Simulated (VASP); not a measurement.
Li:

```xyz
1
Lattice="-1.7393 1.7393 1.7393 1.7393 -1.7393 1.7393 1.7393 1.7393 -1.7393" Properties=species:S:1:pos:R:3 pbc="T T T"
Li    0.0000    0.0000    0.0000
```

- Program: VASP 6.6.1
- Task: relaxation of cell and atoms
- Functional: LDA
- Potentials or basis: VASP PAW LDA potentials, release 64 (Li_sv)
- Cutoff: 600 eV
- k mesh: 16 × 16 × 16
- Occupations: gaussian, width 0.1 eV
- Spin: no spin polarisation

At the start: pressure -1.4 GPa; volume 21.05 Å³/atom.

**Question.** How do energy, volume and symmetry change on relaxing?

**Answer.** Over 4 steps the energy falls by 11.0 meV/atom and the volume is 18.72 Å³/atom (-11.0 %); space group Im-3m (No. 229, to 0.05 Å).

The path:
```csv
step,energy change (eV),largest force (eV/Å),pressure (GPa),volume (Å³)
1,0.0000,0.0000,-1.41,21.05
2,-0.0045,0.0000,-1.14,20.49
3,-0.0104,0.0000,-0.38,19.27
4,-0.0110,0.0000,0.04,18.72
```

Final structure:
```
CELL_PARAMETERS angstrom
-1.67269 1.67269 1.67269
1.67269 -1.67269 1.67269
1.67269 1.67269 -1.67269
ATOMIC_POSITIONS crystal
Li 0.00000 0.00000 0.00000
```

Caveat: the cutoff is under 1.25 times the usual one of these potentials, so pressure, stress and relaxed cells hold a basis-set (Pulay) error; the volume moved by -11 % from the deposited cell, more than functionals usually miss.
